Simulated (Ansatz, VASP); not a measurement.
**SbP in two plane-wave programs**

One calculation is typed for both programs; each brings its own data sets. How far apart do they land? The cell is generated by rule, not measured, and may not be a known phase. The cell is taken from a series of runs on this material, whose earlier steps may have relaxed, scaled, displaced or heated it; both programs get it as it stands.

Program: Ansatz 0.2.0. Level of theory: plane waves, with VASP 6.6.1 beside it; single point at LDA. Results are calculated unless marked as measured.

The structure was built from a prototype and need not be the compound's stable phase.

## (1) Set-up

The structure is orthorhombic, space group Pmm2 (No. 25). Conventional cell: a = 4.354 Å, b = 8.708 Å, c = 6.158 Å, α = 90.00°, β = 90.00°, γ = 90.00°. Nearest to Sb lie 4 P at 2.64 to 2.79 Å. Nearest to Sb lie 4 P at 2.63 to 2.72 Å. Nearest to Sb lie 4 P at 2.61 to 2.79 Å. Nearest to P lie 4 Sb at 2.63 to 2.79 Å. Nearest to P lie 4 Sb at 2.64 to 2.72 Å. Nearest to P lie 4 Sb at 2.61 to 2.79 Å. Farther neighbours are not listed.

Coordinates:

```xyz
8
Lattice="0.0000 3.0788 3.0788 -6.1576 0.0000 0.0000 0.0000 -6.1576 6.1576" Properties=species:S:1:pos:R:3 pbc="T T T"
Sb    0.0000   -5.9974    5.9974
Sb    0.0000   -3.2390    3.2390
Sb   -2.7236    0.0000    3.0788
Sb   -3.4340   -3.0788    6.1576
P    -4.6182    1.2891    1.7896
P    -4.6182   -1.2891    4.3679
P    -1.0894   -1.5394    1.5394
P    -1.9894   -4.6182    4.6182
```

## (2) VASP: single point, LDA, pair 1

With cell and atoms fixed, the geometry can't cause a difference; cores, projectors, grids and the points listed under the comparison can.

Lines of VASP's logs that name or quote its potential files are left out, and so is its time.

File INCAR:

```
SYSTEM = SbP
PREC = Accurate
ENCUT = 500
EDIFF = 1E-06
NELM = 120
ISMEAR = 1
SIGMA = 0.15
LREAL = .FALSE.
ALGO = Normal
GGA = PW92
NBANDS = 28
LORBIT = 11
LWAVE = .FALSE.
LCHARG = .FALSE.
ISIF = 2
LASPH = .TRUE.
GGA_COMPAT = .FALSE.
KPAR = 2
```

File POSCAR:

```
SbP
1.0
    0.0000000000      3.0787780828      3.0787780828
   -6.1575561657      0.0000000000      0.0000000000
    0.0000000000     -6.1575561657      6.1575561657
Sb P
4 4
Direct
    0.0000000000      0.0000000000      0.9739832122
    0.0000000000      0.0000000000      0.5260167878
    0.5000000000      0.4423130433      0.2500000000
    0.5000000000      0.5576869567      0.7500000000
    0.5000000000      0.7500000000      0.0406405026
    0.5000000000      0.7500000000      0.4593594974
    0.0000000000      0.1769190588      0.2500000000
    0.0000000000      0.3230809412      0.7500000000
```

File KPOINTS:

```
Automatic mesh
0
Gamma
8 6 4
0 0 0
```

PAW data sets: Sb and P (LDA family, release 64).

Run with:

```bash
$ mpirun -np 2 vasp_std
```

Numbers of over 12 decimals in the logs are rounded to 6 here.

Log:

```text
[banner, memory and clock lines left out]
running    2 mpi-ranks, on    1 nodes
 distrk:  each k-point on    1 cores,    2 groups
 distr:  one band on    1 cores,    1 groups

 POSCAR found type information on POSCAR SbP
 POSCAR found :  2 types and       8 ions
|                                                                             |
|               ----> ADVICE to this user running VASP <----                  |
|                                                                             |
|     You enforced a specific xc type in the INCAR file but a different       |
|     [... a line on the potential file left out ...]
|     I HOPE YOU KNOW WHAT YOU ARE DOING!                                     |
|                                                                             |

 LDA part: xc-table for (Slater(with rela. corr.)+PW92), standard interpolation
 POSCAR, INCAR and KPOINTS ok, starting setup
 FFT: planning ... GRIDC
 FFT: planning ... GRID_SOFT
 FFT: planning ... GRID
 WAVECAR not read
 entering main loop
       N       E                     dE             d eps       ncg     rms          rms(c)
DAV:   1     0.191367254686E+03    0.19137E+03   -0.13701E+04  3360   0.110E+03
DAV:   2    -0.204145481640E+02   -0.21178E+03   -0.20623E+03  4148   0.183E+02
DAV:   3    -0.397434983020E+02   -0.19329E+02   -0.18933E+02  4192   0.597E+01
DAV:   4    -0.402924861896E+02   -0.54899E+00   -0.54317E+00  4324   0.105E+01
DAV:   5    -0.403050887116E+02   -0.12603E-01   -0.12577E-01  4400   0.171E+00    0.867E+00
DAV:   6    -0.394794393814E+02    0.82565E+00   -0.30827E+00  3964   0.555E+00    0.537E+00
DAV:   7    -0.394551358929E+02    0.24303E-01   -0.35780E-01  3904   0.248E+00    0.234E+00
DAV:   8    -0.394384794051E+02    0.16656E-01   -0.36166E-02  4152   0.828E-01    0.534E-01
DAV:   9    -0.394373139806E+02    0.11654E-02   -0.57011E-03  4352   0.338E-01    0.129E-01
DAV:  10    -0.394373333036E+02   -0.19323E-04   -0.62975E-04  4264   0.107E-01    0.813E-02
DAV:  11    -0.394373319883E+02    0.13153E-05   -0.71841E-05  4200   0.372E-02    0.359E-02
DAV:  12    -0.394373308942E+02    0.10941E-05   -0.18633E-05  3912   0.191E-02    0.110E-02
DAV:  13    -0.394373306287E+02    0.26545E-06   -0.21782E-06  2500   0.677E-03
   1 F= -.39437331E+02 E0= -.39434225E+02  d E =-.931791E-02
```

Parts of OUTCAR (step 2):

```text
ion  position               nearest neighbor table
   1  0.000  0.000  0.974-   7 2.64   5 2.73   5 2.73   8 2.79
   2  0.000  0.000  0.526-   7 2.64   6 2.73   6 2.73   8 2.79
   3  0.500  0.442  0.250-   5 2.63   6 2.63   7 2.72   7 2.72
   4  0.500  0.558  0.750-   8 2.61   8 2.61   5 2.79   6 2.79
   5  0.500  0.750  0.041-   3 2.63   1 2.73   1 2.73   4 2.79
   6  0.500  0.750  0.459-   3 2.63   2 2.73   2 2.73   4 2.79
   7  0.000  0.177  0.250-   1 2.64   2 2.64   3 2.72   3 2.72
   8  0.000  0.323  0.750-   4 2.61   4 2.61   1 2.79   2 2.79

  LATTYP: Found a simple orthorhombic cell.
 ALAT       =     4.3540497202
 B/A-ratio  =     1.4142135624
 C/A-ratio  =     2.0000000000

 Subroutine GETGRP returns: Found  4 space group operations
 (whereof  2 operations were pure point group operations)

The static configuration has the point symmetry C_1h.
 The point group associated with its full space group is C_2v.

 Found     60 irreducible k-points:

   k-points           NKPTS =     60   k-points in BZ     NKDIM =     60   number of bands    NBANDS=     28

   dimension x,y,z NGX =    32 NGY =   48 NGZ =   64
   dimension x,y,z NGXF=    64 NGYF=   96 NGZF=  128

   ENCUT  =  500.0 eV  36.75 Ry    6.06 a.u.   7.94 11.23 15.88*2*pi/ulx,y,z

   NELECT =      40.0000    total number of electrons

 k-points in reciprocal lattice and weights: Automatic mesh
   0.00000000  0.00000000  0.00000000       0.005
   0.12500000  0.00000000  0.00000000       0.010
   0.25000000  0.00000000  0.00000000       0.010
   0.37500000  0.00000000  0.00000000       0.010
   0.50000000  0.00000000  0.00000000       0.005
   0.00000000  0.16666667  0.00000000       0.010
   0.12500000  0.16666667  0.00000000       0.021
   0.25000000  0.16666667  0.00000000       0.021
   0.37500000  0.16666667  0.00000000       0.021
[...]
0.37500000  0.50000000  0.50000000       0.010
   0.50000000  0.50000000  0.50000000       0.005

 average (electrostatic) potential at core
       1 -89.0405       2 -89.0405       3 -88.9767       4 -89.0469       5 -85.0197
       6 -85.0197       7 -85.1482       8 -84.8706

 E-fermi :   4.9780

 k-point     1 :       0.0000    0.0000    0.0000
  band No.  band energies     occupation
    ...
     17       3.0919      2.00000
     18       3.8782      2.00000
     19       4.1292      2.00000
     20       4.1647      2.00000
     21       4.7196      2.03512
     22       5.6041     -0.00000
     23       5.6552     -0.00000
     24       5.7873     -0.00000
     25       7.0077     -0.00000
     26       7.1073     -0.00000
    ...

 k-point     2 :       0.1250    0.0000    0.0000
  band No.  band energies     occupation
    ...
     17       3.3466      2.00000
     18       4.0978      2.00000
     19       4.4420      2.00001
     20       4.5452      2.00035
     21       4.8950      1.79611
     22       5.6769     -0.00000
     23       5.8581     -0.00000
     24       6.0102     -0.00000
     25       6.1895     -0.00000
     26       6.5887     -0.00000
    ...

 k-point     3 :       0.2500    0.0000    0.0000
  band No.  band energies     occupation
    ...
     18       4.1906      2.00000
     19       4.5749      2.00096
     20       4.7172      2.03376
     21       4.7873      2.07028
     22       5.0209      0.53702
     23       5.8753     -0.00000
     24       6.5219     -0.00000
     25       6.9077     -0.00000
     26       7.1900     -0.00000
     27       7.6659     -0.00000
    ...

  Total       -2.2865676     -4.0735485     -4.0735485      0.0000000     -0.4882075      0.0000000
  in kB      -15.6916816    -27.9549248    -27.9549248      0.0000000     -3.3503477      0.0000000
  external PRESSURE =     -23.8671770 kB  Pullay stress =       0.0000000 kB

  energy-cutoff  :      500.00
  volume of cell :      233.47
      direct lattice vectors                 reciprocal lattice vectors
     0.000000000  3.078778083  3.078778083     0.000000000  0.162402092  0.162402092
    -6.157556166  0.000000000  0.000000000    -0.162402092  0.000000000  0.000000000
     0.000000000 -6.157556166  6.157556166     0.000000000 -0.081201046  0.081201046

 POSITION                                       TOTAL-FORCE (eV/Angst)
 -----------------------------------------------------------------------------------
      0.00000     -5.99736      5.99736         0.222966      0.114949     -0.114949
      0.00000     -3.23898      3.23898         0.222966     -0.114949      0.114949
     -2.72357     -0.00000      3.07878         0.497081      0.000000      0.000000
     -3.43399     -3.07878      6.15756        -0.636188      0.000000      0.000000
     -4.61817      1.28914      1.78964         0.026557      0.200439     -0.200439
     -4.61817     -1.28914      4.36792         0.026557     -0.200439      0.200439
     -1.08939     -1.53939      1.53939        -0.360225      0.000000      0.000000
     -1.98939     -4.61817      4.61817         0.000286      0.000000      0.000000
 -----------------------------------------------------------------------------------
    total drift:                               -0.000415      0.000000     -0.000000

  FREE ENERGIE OF THE ION-ELECTRON SYSTEM (eV)
  ---------------------------------------------------
  free  energy   TOTEN  =       -39.4373306287 eV

  energy  without entropy=      -39.4280127195  energy(sigma->0) =      -39.43422466

 total charge
# of ion       s       p       d       tot
------------------------------------------
    1        1.267   1.053   0.048   2.368
    2        1.267   1.053   0.048   2.368
    3        1.249   1.094   0.050   2.393
    4        1.247   1.075   0.052   2.374
    5        1.139   1.279   0.000   2.418
    6        1.139   1.279   0.000   2.418
    7        1.122   1.309   0.000   2.431
    8        1.123   1.319   0.000   2.442
--------------------------------------------------
tot          9.553   9.460   0.198  19.211

[... 3 further parts left out ...]
```

The run ends at a pressure of -2.39 GPa, with forces up to 0.64 eV/Å.

## (3) Ansatz: single point, LDA, pair 1

Ansatz runs on its default PAW (the set named soft_2) files.

The same cell, functional (in two slightly different forms), mesh and smearing now go to Ansatz, which takes its cutoff from its data sets.

File input.yaml:

```yaml
crystal:
  lattice:
    - [0.0, 3.0787780828, 3.0787780828]
    - [-6.1575561657, 0.0, 0.0]
    - [0.0, -6.1575561657, 6.1575561657]
  atoms:
    - { symbol: Sb, position: [0.0, 0.0, -0.0260167878] }
    - { symbol: Sb, position: [0.0, 0.0, 0.5260167878] }
    - { symbol: Sb, position: [0.5, 0.4423130433, 0.25] }
    - { symbol: Sb, position: [0.5, 0.5576869567, 0.75] }
    - { symbol: P, position: [0.5, 0.75, 0.0406405026] }
    - { symbol: P, position: [0.5, 0.75, 0.4593594974] }
    - { symbol: P, position: [0.0, 0.1769190588, 0.25] }
    - { symbol: P, position: [0.0, 0.3230809412, 0.75] }
kpoints:
  mp_grid: { grid: [8, 6, 4] }
hamiltonian:
  xc: lda
scf:
  occupations: { method: methfessel_paxton, width: 0.15 }
output:
  forces: true
  stress: true
  eigenvalues: true
```

Run with:

```bash
$ ansatz run input.yaml --threads 4 --pin off --max-ram 7168MiB --backend cpu --events-out ev --progress --plain --runs-dir out
```

Log:

```text
Engine: ansatz 0.2.0, aarch64-unknown-linux-gnu
Pseudopotentials: kind: paw
Pseudopotential: Sb, paw, valence charge 15, recommended cutoff 420 eV (normal), Sb.paw.azcp
Pseudopotential: P, paw, valence charge 5, recommended cutoff 420 eV (normal), P.paw.azcp
Functional definition: SPW92
  exchange = slater_x
  correlation = pw_c
Crystal: 8 atoms, lattice volume = 233.467 Å³
Basis set: ecut = 420 eV, 4547 PW (Γ)
Bands: 48, of which v1, the nominal top of the filled ones, is band 40 counted from 1 (39 counted from 0)
Symmetry: 4 space group operations
Space group: Pmm2 (ITA 25), of the structure as read, at distance tolerance 6.2e-5 Å
k-points: 60 of 192 (time reversal used)
Non-local potential: Sb, projectors of the file, l = 0: 2, l = 1: 2, l = 2: 2, l = 3: 2
Non-local potential: P, projectors of the file, l = 0: 2, l = 1: 2, l = 2: 2
PAW form: soft (Blöchl's): semilocal exchange-correlation on the pseudo side does not see the compensation charge
PAW frozen core: Sb, regenerated for the run's functional, and the local potential with it (the file was generated under x = pbe(κ = 0.804, μ = 0.219515), c = pbe(β = 0.066725))
PAW frozen core: P, regenerated for the run's functional, and the local potential with it (the file was generated under x = pbe(κ = 0.804, μ = 0.219515), c = pbe(β = 0.066725))
PAW one-centre angular grid: Sb, 590 points (default); XC on 64 Gauss nodes
PAW one-centre angular grid: P, 110 points (default); XC on 64 Gauss nodes
Initial density: superposition of atomic densities (neutral atoms: chi_scale 0, normalization atom), corrected by the library's trained network
Initial wavefunctions: pseudopotential atomic-orbital guess
Functional: x = slater, c = lda
SCF iter   1: F=—  HF=-28243.316208 eV  |F-HF|=—  |Δ(HF+E_count)|=         —  Δρ=7.41e-3  dr2=3.26e-1  ethr=1.77e-3  ⟨swp⟩=7.5  Hψ=12327  notcnv=0
preconditioner: auto → LDOS  [metal: Δε(μ)=0.008 eV  Ē_g=7.240 eV  σ=0.150 eV  W_gap=0.05  n_scr=52 (ndim 8)  ℏωp=15.4 eV  f_vac=0.014  D(μ)=6.71/eV (n_scr^D=44)  β→1.0]
SCF iter   2: F=—  HF=-28243.261976 eV  |F-HF|=—  |Δ(HF+E_count)|=   5.42e-2  S|Δr|=    0.00e0  Δρ=3.04e-3  dr2=3.36e-2  ethr=4.07e-4  ⟨swp⟩=2.7  Hψ=5378  notcnv=0  defer=6
SCF iter   3: F=—  HF=-28243.255071 eV  |F-HF|=—  |Δ(HF+E_count)|=   6.91e-3  S|Δr|=    0.00e0  Δρ=2.07e-3  dr2=2.23e-2  ethr=4.20e-5  ⟨swp⟩=2.1  Hψ=5194  notcnv=0  defer=6
SCF iter   4: F=—  HF=-28243.250093 eV  |F-HF|=—  |Δ(HF+E_count)|=   4.98e-3  S|Δr|=    0.00e0  Δρ=3.45e-4  dr2=4.51e-4  ethr=2.79e-5  ⟨swp⟩=2.0  Hψ=5172  notcnv=0  defer=6
SCF iter   5: F=—  HF=-28243.249954 eV  |F-HF|=—  |Δ(HF+E_count)|=   1.39e-4  S|Δr|=    0.00e0  Δρ=1.10e-4  dr2=6.62e-5  ethr=5.63e-7  ⟨swp⟩=3.0  Hψ=5467  notcnv=0  defer=6
SCF iter   6: F=—  HF=-28243.249902 eV  |F-HF|=—  |Δ(HF+E_count)|=   5.24e-5  S|Δr|=    0.00e0  Δρ=3.47e-5  dr2=8.19e-6  ethr=8.28e-8  ⟨swp⟩=3.0  Hψ=5584  notcnv=0  defer=1
SCF iter   7: F=—  HF=-28243.249900 eV  |F-HF|=—  |Δ(HF+E_count)|=   1.33e-6  S|Δr|=    0.00e0  Δρ=1.33e-5  dr2=6.23e-7  ethr=1.02e-8  ⟨swp⟩=2.9  Hψ=5290  notcnv=0  defer=1
SCF iter   8: F=-28243.249900 eV  HF=-28243.249900 eV  |F-HF|=3.67e-8  |Δ(HF+E_count)|=   1.83e-7  S|Δr|=    0.00e0  Δρ=3.69e-6  dr2=5.34e-8  ethr=1.25e-10  ⟨swp⟩=13.8  Hψ=15574  notcnv=0
SCF 1 converged in 8 iterations: F = -28243.249900 eV  dr2 = 5.34e-8
  greatest PAW one-centre occupation: 0.998 electrons in one spin orbital (limit 2), on the Sb atom at site 1 (counted from 0), in its partial waves of l = 2
SCF converged after 8 iterations
Stability not checked: this state was not tested for a lower state beside it, because cold or Methfessel-Paxton smearing, or corrected tetrahedra, fill the levels in a way that the test cannot read (fill_not_monotonic; see scf.lower_state_search)
Free energy (F): -28243.249900 eV
Harris-Foulkes:  -28243.249900 eV  (|F-HF|=3.67e-8)
Internal energy: -28243.240504 eV  (E = F + TS)
E sigma→0 (E₀):  -28243.247551 eV
Entropy (-TS):   -0.009396 eV (-1.175 meV/atom)
Fermi energy:    6.633797 eV
--- Per-component energies (eV) ---
  E_band       = -860.473846
  E_kinetic    = 1102.022241
  E_local      = -7802.845020  (includes V_loc(G=0)·N_el)
  E_nonlocal   = 1605.531046
  E_hartree    = 3433.652752
  E_xc         = -789.128002
  E_vxc        = -623.518498  (∫ρ·V_xc dr)
  E_paw        = -19863.515808  (= ΣΔE_a)
  E_vpaw       = -2008.966869  (= ΣTr[D̂ρ^β])
  E_aug_tail   = 0.000005  (compensation charges beyond the density's cutoff)
  E_ewald      = -5931.662419
  E_core_change = 2.704700  (= ΣΔE_core)
  E_smearing   = -0.009396  (= −TS)
  E_closure    = -0.000000  (closes the sum)
  Σ components = -28243.249900   (vs F -28243.249900, Δ=0.00e0)
--- Forces (eV/Å), atoms counted from 1 ---
  atom   1  Sb     0.22642893     0.09184675    -0.09184675
  atom   2  Sb     0.22642893    -0.09184675     0.09184675
  atom   3  Sb     0.47754194     0.00000000     0.00000000
  atom   4  Sb    -0.61343158     0.00000000    -0.00000000
  atom   5  P      0.02749779     0.19724442    -0.19724442
  atom   6  P      0.02749779    -0.19724442     0.19724442
  atom   7  P     -0.35924995     0.00000000     0.00000000
  atom   8  P     -0.01269299    -0.00000000     0.00000000
  max |Σ_I F_I| component: 2.09e-5 eV/Å
--- Stress (GPa, compression-positive) ---
       -1.681564       0.000000       0.000000
        0.000000      -2.917893      -0.331577
        0.000000      -0.331577      -2.917893
  P = ⅓ Tr σ = -2.5058 GPa (-25.058 kbar)
--- Band table (eV; the first three rows and the last of 60) ---
  k-point 0: bands = [... 36 lower, 4.7529, 5.5395, 5.7869, 5.8165, 6.3772, 7.2662, 7.3179, 7.4542, ... 4 higher]
  k-point 1: bands = [... 36 lower, 5.0951, 5.6937, 5.7253, 6.2314, 6.4278, 7.4035, 7.5301, 7.5887, ... 4 higher]
  k-point 2: bands = [... 36 lower, 5.3626, 5.5879, 5.8991, 6.0021, 7.4076, 7.5430, 7.5840, 7.9143, ... 4 higher]
  k-point 59: bands = [... 36 lower, 5.6942, 5.7708, 6.3616, 6.8036, 7.6230, 7.7945, 8.0508, 8.3289, ... 4 higher]
```

The run ends at a pressure of -2.51 GPa, with forces up to 0.61 eV/Å.

## (4) Side by side

Known differences besides the potentials themselves: the data sets hold 80 valence electrons in Ansatz (on its default PAW (the set named soft_2) files) and 40 in VASP; the cutoff is 420 eV in Ansatz and 500 eV in VASP; VASP's log shows a relativistic correction to its local exchange, Ansatz's none. Total energies have different zeros and are not compared.

Both answers:

| quantity | Ansatz | VASP | difference |
| --- | --- | --- | --- |
| pressure (GPa) | -2.51 | -2.39 | -0.12 |

Forces (eV/Å; atoms numbered as in POSCAR):

| atom | Ansatz x, y, z | VASP x, y, z |
| --- | --- | --- |
| Sb1 | 0.226, 0.092, -0.092 | 0.223, 0.115, -0.115 |
| Sb2 | 0.226, -0.092, 0.092 | 0.223, -0.115, 0.115 |
| Sb3 | 0.478, 0.000, 0.000 | 0.497, 0.000, 0.000 |
| Sb4 | -0.613, 0.000, 0.000 | -0.636, 0.000, 0.000 |
| P5 | 0.027, 0.197, -0.197 | 0.027, 0.200, -0.200 |
| P6 | 0.027, -0.197, 0.197 | 0.027, -0.200, 0.200 |
| P7 | -0.359, 0.000, 0.000 | -0.360, 0.000, 0.000 |
| P8 | -0.013, 0.000, 0.000 | 0.000, 0.000, 0.000 |

The forces differ by 12 meV/Å r.m.s., which is 5.5 % of the r.m.s. force of 0.214 eV/Å (both taken over all components).

## (5) Ansatz: single point, LDA, pair 2

A single point gives forces, pressure and levels at one fixed geometry, so differences don't come from the geometry; what else differs is listed under the comparison.

The cell is taken from a series of runs on this material, whose earlier steps may have relaxed, scaled, displaced or heated it; both programs get it as it stands.

input.yaml, the sections that differ from step 3:

```yaml
crystal:
  lattice:
    - [0.0, 3.0787780828, 3.0787780828]
    - [-6.1575561657, 0.0, 0.0]
    - [0.0, -6.1575561657, 6.1575561657]
  atoms:
    - { symbol: Sb, position: [0.0, 0.0, -0.0346890504] }
    - { symbol: Sb, position: [0.0, 0.0, 0.5346890504] }
    - { symbol: Sb, position: [0.5, 0.4230840577, 0.25] }
    - { symbol: Sb, position: [0.5, 0.5769159423, 0.75] }
    - { symbol: P, position: [0.5, 0.75, 0.0541873368] }
    - { symbol: P, position: [0.5, 0.75, 0.4458126632] }
    - { symbol: P, position: [0.0, 0.1525587451, 0.25] }
    - { symbol: P, position: [0.0, 0.3474412549, 0.75] }
# kpoints, hamiltonian, scf, output: as in step 3
```

Log:

```text
[...]
Crystal: 8 atoms, lattice volume = 233.467 Å³
Basis set: ecut = 420 eV, 4547 PW (Γ)
Bands: 48, of which v1, the nominal top of the filled ones, is band 40 counted from 1 (39 counted from 0)
Symmetry: 4 space group operations
[...]
k-points: 60 of 192 (time reversal used)
[...]
k-point 0: bands = [... 36 lower, 4.9018, 5.3129, 5.5253, 5.7325, 6.4729, 7.3111, 7.3161, 7.4945, ... 4 higher]
  k-point 1: bands = [... 36 lower, 5.1444, 5.5993, 5.6144, 6.1220, 6.4346, 7.3970, 7.5561, 7.5999, ... 4 higher]
  k-point 2: bands = [... 36 lower, 5.2621, 5.4688, 5.9513, 6.1077, 7.3192, 7.4042, 7.5158, 7.9489, ... 4 higher]
  k-point 59: bands = [... 36 lower, 5.4543, 5.5371, 6.3106, 6.9571, 7.4619, 7.7443, 7.7635, 8.1778, ... 4 higher]
[key lines of the parts left out:]
SCF converged after 8 iterations
Free energy (F): -28243.207541 eV
Fermi energy:    6.566433 eV
P = ⅓ Tr σ = -4.0685 GPa (-40.685 kbar)
```

The run ends at a pressure of -4.07 GPa, with forces up to 0.74 eV/Å.

(Continued in part 2 of 2.)

[Lines on the potential files, build, host, timing and source positions are cut from VASP's logs without a mark.]

[Logs are printed without paths, hosts, clocks, repeated set-up lines and the standing remarks that a program may print on its own settings, such as how far it seeks lower states.]

[Hosts, paths, dates, database ids (printed as entryN), source tags and the programs' standing remarks are cut or masked in the printed files.]
